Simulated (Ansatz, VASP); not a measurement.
# Cross-check of Al2NiO4 (Al2NiO4 (Imma)) between VASP and Ansatz, part 2 of 2

One calculation is typed for both programs; each brings its own data sets. How far apart do they land? The cell is taken from a series of runs on this material, whose earlier steps may have relaxed, scaled, displaced or heated it; both programs get it as it stands.

VASP 6.6.1 and Ansatz 0.2.0.

So far: The structure; Ansatz: relaxation of cell and atoms, PBEsol.

## Step 3: VASP: relaxation of cell and atoms, PBEsol

Level of this step: PBEsol, spin-polarised from a ferromagnetic start; plane waves and PAW (Al, Ni, O) (VASP).

The same cell, functional, mesh and smearing now go to VASP, with its own data sets.

Lines of VASP's logs that name or quote its potential files are left out, and so is its time.

INCAR

```
SYSTEM = Al2NiO4
PREC = Accurate
ENCUT = 600
EDIFF = 1E-07
NELM = 200
ISMEAR = -1
SIGMA = 0.01
LREAL = .FALSE.
ALGO = Normal
GGA = PS
NBANDS = 64
ISPIN = 2
MAGMOM = 0 0 -0 -0 1.53 1.53 0.13 0.13 0.13 0.13 0.06 0.06 0.06 0.06
LASPH = .TRUE.
LMAXMIX = 4
LORBIT = 11
LWAVE = .FALSE.
LCHARG = .FALSE.
ISIF = 3
IBRION = 2
NSW = 80
EDIFFG = -0.005
GGA_COMPAT = .FALSE.
NELMIN = 4
KPAR = 4
```

POSCAR

```
Al2NiO4
1.0
   -2.8071160000      2.8639320000      4.0241480000
    2.8071160000     -2.8639320000      4.0241480000
    2.8071160000      2.8639320000     -4.0241480000
Al Ni O
4 2 8
Direct
    0.8823201831      0.1323201831      0.7500000000
    0.1176798169      0.8676798169      0.2500000000
    0.5000000000      0.5000000000      0.0000000000
    0.0000000000      0.5000000000      0.5000000000
    0.5000000000      0.0000000000      0.0000000000
    0.5000000000      0.5000000000      0.5000000000
    0.2631529632      0.2659412626      0.9972117006
    0.7687295620      0.2659412626      0.5027882994
    0.2312704380      0.7340587374      0.4972117006
    0.7368469126      0.7340586132      0.0027882994
    0.7540012196      0.7383340723      0.4843328527
    0.7540012196      0.2696683670      0.0156671473
    0.2459987804      0.7303316330      0.9843328527
    0.2459987804      0.2616659277      0.5156671473
```

KPOINTS

```
Automatic mesh
0
Gamma
7 7 7
0 0 0
```

PAW data sets: Al, Ni and O (PBE family, release 64).

Launch:

```sh
> mpirun -np 4 vasp_std
```

Numbers of over 12 decimals in the logs are rounded to 6 here.

What it wrote:

```text
[banner, memory and clock lines left out]
running    4 mpi-ranks, on    1 nodes
 distrk:  each k-point on    1 cores,    4 groups
 distr:  one band on    1 cores,    1 groups

 POSCAR found type information on POSCAR AlNiO
 POSCAR found :  3 types and      14 ions
|                                                                             |
|               ----> ADVICE to this user running VASP <----                  |
|                                                                             |
|     You enforced a specific xc type in the INCAR file but a different       |
|     [... a line on the potential file left out ...]
|     I HOPE YOU KNOW WHAT YOU ARE DOING!                                     |
|                                                                             |

 LDA part: xc-table for (Slater+PW92), standard interpolation
 POSCAR, INCAR and KPOINTS ok, starting setup
 FFT: planning ... GRIDC
 FFT: planning ... GRID_SOFT
 FFT: planning ... GRID
 WAVECAR not read
 entering main loop
       N       E                     dE             d eps       ncg     rms          rms(c)
DAV:   1     0.846401690964E+03    0.84640E+03   -0.38512E+04 16384   0.149E+03
DAV:   2     0.165884581334E+01   -0.84474E+03   -0.75374E+03 16888   0.399E+02
DAV:   3    -0.113032492322E+03   -0.11469E+03   -0.10918E+03 18544   0.153E+02
DAV:   4    -0.117252210773E+03   -0.42197E+01   -0.41644E+01 20632   0.307E+01
DAV:   5    -0.117338223916E+03   -0.86013E-01   -0.85907E-01 19440   0.466E+00    0.311E+01
DAV:   6    -0.106747123891E+03    0.10591E+02   -0.80030E+01 23448   0.727E+01    0.371E+01
DAV:   7    -0.103340319795E+03    0.34068E+01   -0.17538E+01 21744   0.894E+01    0.137E+01
DAV:   8    -0.103659656466E+03   -0.31934E+00   -0.33918E+00 20600   0.748E+00    0.799E+00
DAV:   9    -0.103552540408E+03    0.10712E+00   -0.17270E-01 24472   0.649E+00    0.298E+00
DAV:  10    -0.103561651009E+03   -0.91106E-02   -0.78450E-02 22312   0.171E+00    0.819E-01
DAV:  11    -0.103557340859E+03    0.43101E-02   -0.15546E-02 24152   0.185E+00    0.321E-01
DAV:  12    -0.103557962389E+03   -0.62153E-03   -0.40864E-03 19096   0.297E-01    0.166E-01
DAV:  13    -0.103558022676E+03   -0.60287E-04   -0.51489E-04 22928   0.141E-01    0.703E-02
DAV:  14    -0.103558025006E+03   -0.23301E-05   -0.47622E-05 20704   0.519E-02    0.223E-02
DAV:  15    -0.103558028529E+03   -0.35231E-05   -0.35702E-05 20888   0.353E-02    0.139E-02
DAV:  16    -0.103558026475E+03    0.20548E-05   -0.82262E-06 23552   0.322E-02    0.506E-03
DAV:  17    -0.103558026601E+03   -0.12607E-06   -0.28842E-06 19840   0.958E-03    0.261E-03
DAV:  18    -0.103558026568E+03    0.32881E-07   -0.31236E-07 16256   0.494E-03
   1 F= -.10355803E+03 E0= -.10355803E+03  d E =-.103558E+03  mag=     4.0000
[... from here on, the cycles between the ionic steps are left out ...]
   2 F= -.10356153E+03 E0= -.10356153E+03  d E =-.349974E-02  mag=     4.0000
   3 F= -.10356315E+03 E0= -.10356315E+03  d E =-.512442E-02  mag=     4.0000
   4 F= -.10356363E+03 E0= -.10356363E+03  d E =-.476043E-03  mag=     4.0000
   5 F= -.10356363E+03 E0= -.10356363E+03  d E =-.477332E-03  mag=     4.0000
   6 F= -.10356368E+03 E0= -.10356368E+03  d E =-.535722E-04  mag=     4.0000
   7 F= -.10356368E+03 E0= -.10356368E+03  d E =-.556169E-04  mag=     4.0000
   8 F= -.10356368E+03 E0= -.10356368E+03  d E =-.535431E-04  mag=     4.0000
   9 F= -.10356368E+03 E0= -.10356368E+03  d E =-.558423E-04  mag=     4.0000
 curvature:  -0.07 expect dE=-0.264E-05 dE for cont linesearch -0.222E-08
 trial: gam= 0.42625 g(F)=  0.342E-04 g(S)=  0.305E-05 ort =-0.176E-05 (trialstep = 0.961E+00)
 search vector abs. value=  0.536E-04
 bond charge predicted
       N       E                     dE             d eps       ncg     rms          rms(c)
DAV:   1    -0.103563699494E+03   -0.15282E-04   -0.75375E-03 16400   0.370E-01    0.255E-02
DAV:   2    -0.103563710696E+03   -0.11202E-04   -0.18508E-04 19840   0.646E-02    0.135E-02
DAV:   3    -0.103563709287E+03    0.14090E-05   -0.34012E-06 23016   0.144E-02    0.817E-03
DAV:   4    -0.103563708797E+03    0.49003E-06   -0.89993E-07 22984   0.796E-03    0.494E-03
DAV:   5    -0.103563708783E+03    0.14080E-07   -0.24517E-07 15104   0.301E-03
  10 F= -.10356371E+03 E0= -.10356371E+03  d E =-.246233E-04  mag=     4.0000
 trial-energy change:   -0.000025  1 .order   -0.000024   -0.000035   -0.000012
 step:   1.3439(harm=  1.4772)  dis= 0.00091  next Energy=  -103.563711 (dE=-0.271E-04)
 reached required accuracy - stopping structural energy minimisation
```

Parts of OUTCAR (step 3):

```text
ion  position               nearest neighbor table
   1  0.882  0.132  0.750-   8 1.78   7 1.78  11 1.81  12 1.81   3 3.29   4 3.29   3 3.33   4 3.33
                             4 3.33   3 3.33
   2  0.118  0.868  0.250-   9 1.78  10 1.78  14 1.81  13 1.81   3 3.29   4 3.29   3 3.33   4 3.33
                             4 3.33   3 3.33
   3  0.500  0.500  0.000-  10 1.88   7 1.88  12 1.94  13 1.94  11 1.94  14 1.94   5 2.84   6 2.84
                             6 2.84   5 2.84   4 2.86   4 2.86   1 3.29   2 3.29   1 3.33   2 3.33
   4  0.000  0.500  0.500-   8 1.88   9 1.88  11 1.94  14 1.94  13 1.94  12 1.94   5 2.84   6 2.84
                             6 2.84   5 2.84   3 2.86   3 2.86   1 3.29   2 3.29   2 3.33   2 3.33
   5  0.500  0.000  0.000-   8 2.02   9 2.02   7 2.02  10 2.02  13 2.05  12 2.05   6 2.81   6 2.81
                             4 2.84   3 2.84   3 2.84   4 2.84
   6  0.500  0.500  0.500-   8 2.02   9 2.02   7 2.02  10 2.02  14 2.05  11 2.05   5 2.81   5 2.81
                             3 2.84   4 2.84   3 2.84   4 2.84
   7  0.263  0.266  0.997-   1 1.78   3 1.88   6 2.02   5 2.02
   8  0.769  0.266  0.503-   1 1.78   4 1.88   6 2.02   5 2.02
   9  0.231  0.734  0.497-   2 1.78   4 1.88   6 2.02   5 2.02
  10  0.737  0.734  0.003-   2 1.78   3 1.88   6 2.02   5 2.02
  11  0.754  0.738  0.484-   1 1.81   3 1.94   4 1.94   6 2.05
  12  0.754  0.270  0.016-   1 1.81   3 1.94   4 1.94   5 2.05
  13  0.246  0.730  0.984-   2 1.81   3 1.94   4 1.94   5 2.05
  14  0.246  0.262  0.516-   2 1.81   3 1.94   4 1.94   6 2.05

  LATTYP: Found a body centered orthorhombic cell.
 ALAT       =     5.6142320000
 B/A-ratio  =     1.0202399901
 C/A-ratio  =     1.4335524431

 Subroutine GETGRP returns: Found  8 space group operations
 (whereof  4 operations were pure point group operations)

The static configuration has the point symmetry C_2h.
 The point group associated with its full space group is D_2h.

 Found     64 irreducible k-points:

   k-points           NKPTS =     64   k-points in BZ     NKDIM =     64   number of bands    NBANDS=     64

   dimension x,y,z NGX =    48 NGY =   48 NGZ =   48
   dimension x,y,z NGXF=    96 NGYF=   96 NGZF=   96

   ENCUT  =  600.0 eV  44.10 Ry    6.64 a.u.  11.35 11.35 11.35*2*pi/ulx,y,z

   NELECT =      80.0000    total number of electrons

 k-points in reciprocal lattice and weights: Automatic mesh
   0.00000000  0.00000000  0.00000000       0.003
   0.14285714  0.00000000 -0.00000000       0.012
   0.28571429  0.00000000 -0.00000000       0.012
   0.42857143 -0.00000000  0.00000000       0.012
  -0.00000000  0.14285714  0.00000000       0.012
   0.14285714  0.14285714 -0.00000000       0.023
   0.28571429  0.14285714  0.00000000       0.023
   0.42857143  0.14285714  0.00000000       0.023
  -0.42857143  0.14285714  0.00000000       0.023
[...]
0.42857143 -0.42857143  0.42857143       0.006
  -0.42857143 -0.42857143  0.42857143       0.006

 average (electrostatic) potential at core
       1 -72.1515       2 -72.1515       3 -72.1053       4 -72.1053       5 -83.6182
       6 -83.6182       7 -67.8991       8 -67.8991       9 -67.8991      10 -67.8991
      11 -68.1896      12 -68.1896      13 -68.1896      14 -68.1896

 E-fermi :   7.7344

 spin component 1
 k-point     1 :       0.0000    0.0000    0.0000
  band No.  band energies     occupation
    ...
     38       6.2482      1.00000
     39       7.2634      1.00000
     40       7.3843      1.00000
     41       7.4583      1.00000
     42       7.4627      1.00000
     43       9.8234      0.00000
     44      11.9402      0.00000
     45      12.5586      0.00000
     46      12.8626      0.00000
     47      13.2232      0.00000
    ...

 k-point     2 :       0.1429    0.0000   -0.0000
  band No.  band energies     occupation
    ...
     38       6.2586      1.00000
     39       7.2065      1.00000
     40       7.3535      1.00000
     41       7.3616      1.00000
     42       7.3872      1.00000
     43      10.1691      0.00000
     44      12.0783      0.00000
     45      12.7470      0.00000
     46      13.0537      0.00000
     47      13.4213      0.00000
    ...

 k-point     3 :       0.2857    0.0000   -0.0000
  band No.  band energies     occupation
    ...
     38       6.2752      1.00000
     39       7.0076      1.00000
     40       7.1818      1.00000
     41       7.2395      1.00000
     42       7.3359      1.00000
     43      10.9494      0.00000
     44      12.3424      0.00000
     45      13.1473      0.00000
     46      13.5020      0.00000
     47      13.8391      0.00000
    ...

 k-point     4 :       0.4286   -0.0000    0.0000
  band No.  band energies     occupation
    ...
     38       6.2812      1.00000
     39       6.8197      1.00000
     40       7.0335      1.00000
     41       7.1995      1.00000
     42       7.3082      1.00000
     43      11.7647      0.00000
     44      12.3055      0.00000
     45      13.4032      0.00000
     46      13.8954      0.00000
     47      14.4756      0.00000
    ...

 k-point     5 :      -0.0000    0.1429    0.0000
  band No.  band energies     occupation
    ...
     38       6.2219      1.00000
     39       7.1892      1.00000
     40       7.2987      1.00000
     41       7.3755      1.00000
     42       7.4146      1.00000
     43      10.1932      0.00000
     44      12.1541      0.00000
     45      12.6793      0.00000
     46      13.0379      0.00000
     47      13.5013      0.00000
    ...

 k-point     6 :       0.1429    0.1429   -0.0000
  band No.  band energies     occupation
    ...
     38       6.2424      1.00000
     39       7.0614      1.00000
     40       7.2255      1.00000
     41       7.2780      1.00000
     42       7.3317      1.00000
     43      10.6782      0.00000
     44      12.3899      0.00000
     45      12.9089      0.00000
     46      13.3446      0.00000
     47      13.7811      0.00000
    ...

  Total        0.0098087     -0.0020722     -0.0040118      0.0000000     -0.0000000      0.0000000
  in kB        0.1213134     -0.0256284     -0.0496176      0.0000000     -0.0000000      0.0000000
  external PRESSURE =       0.0153558 kB  Pullay stress =       0.0000000 kB

  energy-cutoff  :      600.00
  volume of cell :      129.54
      direct lattice vectors                 reciprocal lattice vectors
    -2.805005561  2.865707873  4.028921543     0.000000000  0.174476961  0.124102690
     2.805005561 -2.865707873  4.028921543     0.178252766  0.000000000  0.124102690
     2.805005561  2.865707873 -4.028921543     0.178252766  0.174476961  0.000000000

 POSITION                                       TOTAL-FORCE (eV/Angst)
 -----------------------------------------------------------------------------------
      0.00000      4.29856      1.06242        -0.000000      0.000000     -0.001182
      2.80501     -1.43285      2.96650         0.000000     -0.000000      0.001182
      2.80501      2.86571      0.00000        -0.000000     -0.000000     -0.000000
      2.80501      0.00000      0.00000         0.000000     -0.000000     -0.000000
      1.40250      4.29856     -2.01446        -0.000000     -0.000000     -0.000000
      1.40250      1.43285      2.01446        -0.000000     -0.000000     -0.000000
      2.80501      2.85681     -1.88805         0.000000     -0.001640      0.000513
      0.00000      2.87461      2.14087         0.000000      0.001640      0.000513
      2.80501     -0.00890      1.88805        -0.000000     -0.001640     -0.000513
     -0.00000      0.00890      5.91698        -0.000000      0.001640     -0.000513
      1.31420      1.43285      4.05466        -0.004095     -0.000000     -0.002406
     -1.31420      1.43285      4.05466         0.004095      0.000000     -0.002406
      4.11920      1.43285     -0.02574        -0.004095     -0.000000      0.002406
      1.49081      1.43285     -0.02574         0.004095      0.000000      0.002406
 -----------------------------------------------------------------------------------
    total drift:                                0.000000      0.000002      0.001292

  FREE ENERGIE OF THE ION-ELECTRON SYSTEM (eV)
  ---------------------------------------------------
  free  energy   TOTEN  =      -103.5637087828 eV

  energy  without entropy=     -103.5637087828  energy(sigma->0) =     -103.56370878

 reached required accuracy - stopping structural energy minimisation

 total charge
# of ion       s       p       d       tot
------------------------------------------
    1        0.344   0.421   0.000   0.765
    2        0.344   0.421   0.000   0.765
    3        0.307   0.386   0.000   0.693
    4        0.307   0.386   0.000   0.693
    5        0.371   0.510   8.296   9.177
    6        0.371   0.510   8.296   9.177
    7        1.540   3.563   0.000   5.103
    8        1.540   3.563   0.000   5.103
    9        1.540   3.563   0.000   5.103
   10        1.540   3.563   0.000   5.103
   11        1.538   3.575   0.000   5.113
   12        1.538   3.575   0.000   5.113
   13        1.538   3.575   0.000   5.113
   14        1.538   3.575   0.000   5.113
--------------------------------------------------
tot         14.360  31.182  16.592  62.134

 magnetization (x)
# of ion       s       p       d       tot
------------------------------------------
    1        0.001   0.004   0.000   0.006
    2        0.001   0.004   0.000   0.006
    3       -0.002  -0.001   0.000  -0.003
    4       -0.002  -0.001   0.000  -0.003
    5       -0.000  -0.001   1.532   1.531
    6       -0.000  -0.001   1.532   1.531
    7        0.011   0.117   0.000   0.128
    8        0.011   0.117   0.000   0.128
    9        0.011   0.117   0.000   0.128
   10        0.011   0.117   0.000   0.128
   11        0.006   0.056   0.000   0.062
   12        0.006   0.056   0.000   0.062
   13        0.006   0.056   0.000   0.062
   14        0.006   0.056   0.000   0.062
--------------------------------------------------
tot          0.067   0.697   3.065   3.829

[... 6 further parts left out ...]
```

The magnetic state follows from one typed start and may not be the lowest. The run keeps the 8 symmetry operations of its start, so it cannot find a distortion of lower symmetry.

## Step 4: Differences

Known differences besides the potentials themselves: VASP starts from the moments at which Ansatz ended; the data sets hold 96 valence electrons in Ansatz (on its PAW soft_1 files) and 80 in VASP; the cutoff is 420 eV in Ansatz and 600 eV in VASP; Ansatz makes its cores anew for this functional, VASP keeps those of its PBE data sets; Ansatz adds a Pulay correction to the stress that steers its cell, VASP none; site moments are counted in spheres of each program's own size. Total energies have different zeros and are not compared.

Compared:

```
                                         quantity  Ansatz    VASP  difference
                                      volume (Å³)  129.65  129.54     +0.08 %
edge a after relaxation, in the typed setting (Å)   5.686   5.684     +0.03 %
                                total moment (μB)    4.00    4.00        0.00
                               moment on Ni6 (μB)    1.53    1.53        0.00
                               moment on Ni5 (μB)    1.53    1.53        0.00
                                moment on O8 (μB)    0.13    0.13        0.00
                                moment on O7 (μB)    0.13    0.13        0.00
                               moment on O10 (μB)    0.13    0.13        0.00
                                moment on O9 (μB)    0.13    0.13        0.00
                               moment on O12 (μB)    0.06    0.06        0.00
                               moment on O11 (μB)    0.06    0.06        0.00
```

## Step 5: Outcome

```yaml
difference_in_volume_relaxation_of_cell_and_atoms_pbesol: 0.085 %
```

**Reading.** The difference in volume is 0.085 % (relaxation of cell and atoms, PBEsol), within the 1.2 % picked in this series as the mark of a large difference, as far as the stopping tolerances let one tell. The data sets hold unlike numbers of valence electrons (96 in Ansatz and 80 in VASP), so part of the differences comes from the potentials. How closely two codes agree says nothing of how well the functional describes the real material.

[Lines on the potential files, build, host, timing and source positions are cut from VASP's logs without a mark.]

[Logs are printed without paths, hosts, clocks, repeated set-up lines and the standing remarks that a program may print on its own settings, such as how far it seeks lower states.]

[Hosts, paths, dates, database ids (printed as entryN), source tags and the programs' standing remarks are cut or masked in the printed files.]
